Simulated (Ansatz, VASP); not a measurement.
# Cross-check of Al8Ga4P11O48 (V_P1) between VASP and Ansatz, part 2 of 2

Aim: how closely do two programs agree when they are given the same cell, functional and k mesh? The cell is taken from a series of runs on this material, whose earlier steps may have relaxed, scaled, displaced or heated it; both programs get it as it stands.

VASP 6.6.1 and Ansatz 0.2.0.

So far: The starting structure; Ansatz: single point, r2SCAN.

**3. VASP: single point, r2SCAN**

Level of this step: r2SCAN, spin-polarised from a ferrimagnetic start; plane waves and PAW (Al, Ga_d, P, O) (VASP).

The same cell, functional, mesh and smearing now go to VASP, with its own data sets.

Lines of VASP's logs that name or quote its potential files are left out, and so is its time.

Contents of INCAR:

```
SYSTEM = Al8Ga4P11O48
PREC = Accurate
ENCUT = 580
EDIFF = 1E-06
NELM = 200
ISMEAR = -1
SIGMA = 0.01
LREAL = Auto
ALGO = Normal
METAGGA = R2SCAN
LASPH = .TRUE.
NBANDS = 264
ISPIN = 2
MAGMOM = -0 -0 -0 -0 -0 0 -0 0 0 0 -0 -0 0 -0 0 -0 -0 -0 0 -0 0 0 0 0 0 0 -0 -0 0 -0 0 0 0 0.01 -0 -0 0.72 -0 0.03 -0 -0 -0.01 -0 1.02 -0 0 0 -0 0.02 -0 0 0 0 -0.01 -0 0 -0 0 -0 -0 -0 0 -1.18 0 0 0 0 0 0 0.28 -0.02
LORBIT = 11
LWAVE = .FALSE.
LCHARG = .FALSE.
ISIF = 2
ISYM = 0
NUPDOWN = 1
GGA_COMPAT = .FALSE.
LMIXTAU = .TRUE.
NCORE = 2
```

Contents of POSCAR:

```
Al8Ga4P11O48
1.0
    8.5754128112     -4.9779479945     -0.0427180058
    8.5754128112      4.9779479945     -0.0427180058
   -0.0838676572      0.0000000000     11.0343038487
Al Ga P O
8 4 11 48
Direct
    0.2702058708      0.4899501249      0.1652316404
    0.9999032542      0.2251600982      0.8328481420
    0.2779111080      0.9908461467      0.1798791307
    0.0048116853      0.7323570270      0.8332261483
    0.7340198533      0.5256947993      0.1761827317
    0.4967085177      0.2345922978      0.8317033637
    0.7723288258      0.0037026712      0.1678372264
    0.5034329850      0.7369950663      0.8286774805
    0.2320541275      0.2696127389      0.4991132996
    0.2559078063      0.7603081316      0.4814206071
    0.7331918258      0.2633751702      0.5043619045
    0.7366187404      0.7647266440      0.4961447331
    0.2432020874      0.2454855147      0.0031112941
    0.2658843862      0.0024381796      0.6616259525
    0.5004797919      0.2276963569      0.3338067152
    0.2436961427      0.7566549794      0.9983339686
    0.2776897718      0.5052320809      0.6596808747
    0.7244999388      0.2766059924      0.0036355384
    0.7619511848      0.0012463153      0.6690888625
    0.9854535849      0.2443807907      0.3356424116
    0.7385873910      0.7683090244      0.0004277022
    0.7740337828      0.5006929142      0.6678087923
    0.0032830848      0.7341305052      0.3300299857
    0.2108858214      0.4528955783      0.5539731531
    0.4424289957      0.3494083036      0.2327031719
    0.3529278374      0.2064157794      0.8950598815
    0.0453115383      0.3006405973      0.4434347757
    0.1379896605      0.0553599965      0.7582872877
    0.3202187183      0.1167344520      0.0985878875
    0.2047533161      0.4018766260      0.0604759081
    0.4265058438      0.3690778325      0.7127001754
    0.3709090776      0.1944194949      0.3737995708
    0.0901982347      0.2602692503      0.9563139854
    0.1179156755      0.1060445524      0.2707984801
    0.2928668104      0.1380059040      0.6279565304
    0.2177957841      0.9468799836      0.5465178925
    0.4364518153      0.8599174556      0.2773486336
    0.3596865046      0.7113282112      0.8941108759
    0.0610577573      0.7884253168      0.4402726378
    0.1571581095      0.5724098993      0.7617947794
    0.3032448623      0.6179953948      0.0832580711
    0.2280953338      0.8979997926      0.0677866312
    0.4202871869      0.8728591416      0.7124972467
    0.3378866496      0.7199706699      0.3245578271
    0.0829942671      0.8002048216      0.9457745366
    0.1318471290      0.5795556861      0.2788413067
    0.3200236011      0.6251011010      0.6107377399
    0.7148915915      0.4459104735      0.5585963689
    0.8993201026      0.3809448251      0.2484348670
    0.8434071216      0.2217270116      0.9004743628
    0.5493056314      0.2914222018      0.4438957474
    0.6387788415      0.0591224002      0.7689962475
    0.7886509029      0.1558582382      0.1057041558
    0.6898509629      0.4349144822      0.0563847323
    0.9257659742      0.3696962304      0.7210604067
    0.8743552876      0.1893251928      0.3816794867
    0.5721683924      0.2946215917      0.9515853864
    0.6356343270      0.0751880918      0.2854874343
    0.7957355144      0.1314088333      0.6325278468
    0.7024245113      0.9516416930      0.5564638933
    0.9458852264      0.8579905817      0.2301851716
    0.8706426310      0.6957487846      0.9070146404
    0.5556634871      0.7599334757      0.4486941008
    0.6492576454      0.5639777815      0.7665616570
    0.7782248060      0.6564130473      0.1072682187
    0.7172813305      0.9236705489      0.0480757936
    0.9134021403      0.8668028879      0.7177180941
    0.8702537251      0.7060155660      0.3699410761
    0.5851052429      0.8002190004      0.9409146809
    0.5854483043      0.6220704936      0.2928408053
    0.8079006695      0.6286642329      0.6240485844
```

Contents of KPOINTS:

```
Points of the shifted mesh
1
Reciprocal
 0.2500000000  0.2500000000  0.2500000000 1
```

The projector-augmented-wave data sets are Al, Ga_d, P and O (PBE family, release 64).

Run with:

```bash
$ mpirun -np 8 vasp_std
```

Numbers of over 12 decimals in the logs are rounded to 6 here.

The log of the run:

```text
[banner, memory and clock lines left out]
running    8 mpi-ranks, on    1 nodes
[...]
|                                                                             |
|               ----> ADVICE to this user running VASP <----                  |
|                                                                             |
|     You enforced a specific xc type in the INCAR file but a different       |
|     [... a line on the potential file left out ...]
|     I HOPE YOU KNOW WHAT YOU ARE DOING!                                     |
|                                                                             |

 LDA part: xc-table for (None), standard interpolation
 POSCAR, INCAR and KPOINTS ok, starting setup
[...]
entering main loop
       N       E                     dE             d eps       ncg     rms          rms(c)
DAV:   1     0.559435492362E+04    0.55944E+04   -0.19470E+05  1056   0.190E+03
DAV:   2     0.141406675383E+03   -0.54529E+04   -0.51349E+04  1248   0.501E+02
DAV:   3    -0.774921217957E+03   -0.91633E+03   -0.88797E+03  1272   0.223E+02
DAV:   4    -0.846332875885E+03   -0.71412E+02   -0.70639E+02  1464   0.619E+01
[...]
DAV:  25    -0.662737658009E+03   -0.83614E-05   -0.25863E-06   912   0.543E-03    0.215E-03
DAV:  26    -0.662737662708E+03   -0.46993E-05   -0.18943E-06   744   0.547E-03    0.108E-03
DAV:  27    -0.662737662302E+03    0.40635E-06   -0.53168E-07   768   0.303E-03
   1 F= -.66273766E+03 E0= -.66273766E+03  d E =-.134423E-11  mag=     1.0000
```

Parts of OUTCAR (step 3):

```text
  Total      -17.7319837    -20.9287215    -22.6046148      0.2589176     -1.9975543      0.5451309
  in kB      -30.1581032    -35.5950329    -38.4453494      0.4403604     -3.3973892      0.9271446
  external PRESSURE =     -34.7328285 kB  Pullay stress =       0.0000000 kB

 POSITION                                       TOTAL-FORCE (eV/Angst)
 -----------------------------------------------------------------------------------
      6.50479      1.09388      1.79074         0.026017     -0.003996     -0.044272
     10.43557     -3.85663      9.13757        -0.037410     -0.000820      0.041494
     10.86503      3.54895      1.93064        -0.052861      0.026087     -0.071228
      6.25165      3.62168      9.16258        -0.006154     -0.015363      0.004031
     10.78780     -1.03703      1.89024         0.190664     -0.061638      0.081912
      6.20145     -1.30480      9.14603        -0.042224     -0.007806      0.023737
      6.64071     -3.82618      1.81882         0.042050     -0.016617     -0.031863
     10.56768      1.16266      9.09089        -0.030672      0.010280      0.040357
      4.26014      0.18696      5.48594        -0.020870      0.051684      0.000332
      8.67410      2.51088      5.26873        -0.067262      0.078888      0.132811
      8.50367     -2.33872      5.52271        -0.007769      0.009618      0.005574
     12.83305      0.13992      5.41048         0.195647     -0.128404      0.021750
      4.19044      0.01137      0.01346        -0.013006      0.067453     -0.011808
      2.24549     -1.31142      7.28912         0.077538     -0.025353      0.059654
[...]
-----------------------------------------------------------------------------------
    total drift:                               -0.048110      0.023022      0.015224

  FREE ENERGIE OF THE ION-ELECTRON SYSTEM (eV)
  ---------------------------------------------------
  free  energy   TOTEN  =      -662.7376623019 eV

  energy  without entropy=     -662.7376623019  energy(sigma->0) =     -662.73766230

 magnetization (x)
# of ion       s       p       d       tot
------------------------------------------
    1        0.000  -0.000   0.000  -0.000
    2       -0.000  -0.000   0.000  -0.000
    3       -0.003  -0.004   0.000  -0.007
    4       -0.000  -0.000   0.000  -0.000
    5       -0.001  -0.001   0.000  -0.002
    6        0.000   0.000   0.000   0.000
    7       -0.000  -0.000   0.000  -0.000
    8        0.000   0.000   0.000   0.000
    9        0.000  -0.000   0.000   0.000
   10       -0.013  -0.011   0.011  -0.013
   11        0.000   0.000  -0.000   0.000
   12        0.011   0.014  -0.010   0.015
   13        0.000   0.000   0.000   0.000
[...]
--------------------------------------------------
tot          0.022   0.840   0.001   0.862

[... 3 further parts left out ...]
[key lines of the parts left out:]
E-fermi :   0.4995
```

The run ends at a pressure of -3.47 GPa, with forces up to 0.58 eV/Å.

**4. Side by side**

Known differences besides the potentials themselves: VASP starts from the moments at which Ansatz ended; VASP keeps PBE cores, Ansatz makes them for the functional; the cutoff is 500 eV in Ansatz and 580 eV in VASP (PREC = Accurate, projectors in real space); site moments are counted in spheres of each program's own size. Total energies have different zeros and are not compared.

Compared:

| quantity | Ansatz | VASP | difference |
| --- | --- | --- | --- |
| total moment, fixed by the input (μB) | 1.00 | 1.00 | 0.00 |
| moment on O63 (μB) | -1.18 | -1.14 | -0.04 |
| moment on O44 (μB) | 1.02 | 0.99 | +0.03 |
| moment on O37 (μB) | 0.72 | 0.72 | 0.00 |
| moment on O70 (μB) | 0.28 | 0.27 | +0.01 |

Forces on 9 of the 71 atoms, those with the largest forces and the largest differences (eV/Å; atoms numbered as in POSCAR):

| atom | Ansatz x, y, z | VASP x, y, z |
| --- | --- | --- |
| O24 | 0.193, -0.077, 0.267 | 0.387, -0.033, 0.429 |
| O27 | -0.168, -0.066, -0.235 | -0.356, -0.008, -0.403 |
| O32 | 0.325, -0.037, -0.033 | 0.503, -0.141, -0.155 |
| O35 | -0.312, -0.065, 0.006 | -0.497, -0.173, 0.128 |
| O36 | 0.149, -0.070, 0.260 | 0.317, -0.008, 0.440 |
| O48 | 0.190, -0.023, 0.264 | 0.380, 0.026, 0.432 |
| O51 | -0.171, -0.082, -0.267 | -0.353, -0.031, -0.438 |
| O59 | -0.325, -0.034, 0.016 | -0.513, -0.138, 0.141 |
| O68 | 0.256, 0.003, 0.007 | 0.451, -0.109, -0.126 |

The forces differ by 89 meV/Å r.m.s., which is 39.8 % of the r.m.s. force of 0.224 eV/Å (both taken over all components).

**5. Outcome**

```
r.m.s. force difference (single point, r2SCAN) : 40 % of the r.m.s. force
```

The r.m.s. force difference is 40 % of the r.m.s. force (single point, r2SCAN), beyond the 3 % picked in this series as the mark of a large difference. What causes the difference of the single point, r2SCAN pair stays open here. Such differences can come from data sets, numerical settings and the points named under the comparisons, not from the functional's error against experiment.

[Lines on the potential files, build, host, timing and source positions are cut from VASP's logs without a mark.]

[Logs are printed without paths, hosts, clocks, repeated set-up lines and the standing remarks that a program may print on its own settings, such as how far it seeks lower states.]

[Hosts, paths, dates, database ids (printed as entryN), source tags and the programs' standing remarks are cut or masked in the printed files.]
